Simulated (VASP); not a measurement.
Given:

```
NiO
1.0
    4.15997     2.07692     2.07692
    2.07692     4.15997     2.07692
    2.07692     2.07692     4.15997
Ni O
2 2
Direct
  0.00000   0.00000   0.00000
  0.50000   0.50000   0.50000
  0.25000   0.25000   0.25000
  0.75000   0.75000   0.75000
```
Starting moments (μB, in the order of the record's atoms Ni Ni O O): 1.6 -1.6 0.0 0.0.

Computed with r2SCAN meta-GGA, VASP's PBE PAW potentials (set 64) (plane waves; VASP). Run with 520 eV cut-off, 10×10×10 Γ-centred mesh, tetrahedra with Blöchl corrections, potentials Ni O.

**Question.** What does the run give for the cell moment, energy per atom (σ→0), band gap (over mesh and band path) with the smallest direct gap where there is one?

**Answer.** 
The band gap (over mesh and band path) comes out as 2.31 eV. The smallest direct gap (over mesh and band path) comes out as 2.56 eV and the cell moment comes out as 0.00 μB. The energy per atom (σ→0) is -978.4 kJ/mol of atoms.

**Question.** Give the moment on each site (PAW-sphere projection).

**Answer.** 
```
site  moment (μB)
----  -----------
Ni1          1.56
Ni2         -1.56
O3           0.00
O4           0.00
```

The absolute energy has meaning only against runs of the same code, potentials and settings.

The compound is NiO in the rock salt, AFM-II order structure. It was relaxed first.
